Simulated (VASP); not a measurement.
Runs of VASP 6.6.1 on AgRh. It takes space group P-6m2 (No. 187, hexagonal). The conventional cell has a = 2.778 Å, b = 2.778 Å, c = 4.809 Å, α = 90.00°, β = 90.00°, γ = 120.00°. Around Ag (site symmetry -6m2) lie 6 Ag at 2.78 Å and 6 Rh at 2.89 Å. Rh (site symmetry -6m2) is surrounded by 6 Rh at 2.78 Å and 6 Ag at 2.89 Å. The cell comes from a database or a generator and needn't be the stable form of this composition.

```csv
task,level,potentials or basis,cell,k mesh,cutoff (eV),ladder,gap on the mesh (eV),pressure (GPa),relaxed volume (Å³/atom)
single point,PBEsol,"VASP PAW PBE potentials, release 64 (Ag, Rh_pv)",as given,11 × 11 × 6,520,free,none,-10.7,-
relaxation of cell and atoms,PBE+D3(BJ),"VASP PAW PBE potentials, release 64 (Ag, Rh_pv)",relaxed,10 × 10 × 6,600,gaps,none,0.1,(a)
relaxation of cell and atoms,LDA,"VASP PAW LDA potentials, release 64 (Ag, Rh_pv)",relaxed,10 × 10 × 6,600,gaps,none,0.0,14.64
relaxation of cell and atoms,PBE,"VASP PAW PBE potentials, release 64 (Ag, Rh_pv)",relaxed,10 × 10 × 6,600,gaps,none,0.1,15.82
```

Alike in all rows: no spin polarisation; smearing fermi-dirac 0.05 eV.

Q: Fill in the values left out.

A: (a) 15.20.

Caveats: the PAW data sets were made with another functional, which shifts forces and pressure a little (some runs); pairwise dispersion overbinds metals, which lowers pressure and volume (some runs).

A k mesh can miss the band edges, and the runs leave out spin-orbit coupling on Ag, Rh.

A gap of «none» marks a metal or a gap under the smearing width.

Not every run made on this cell is shown here.
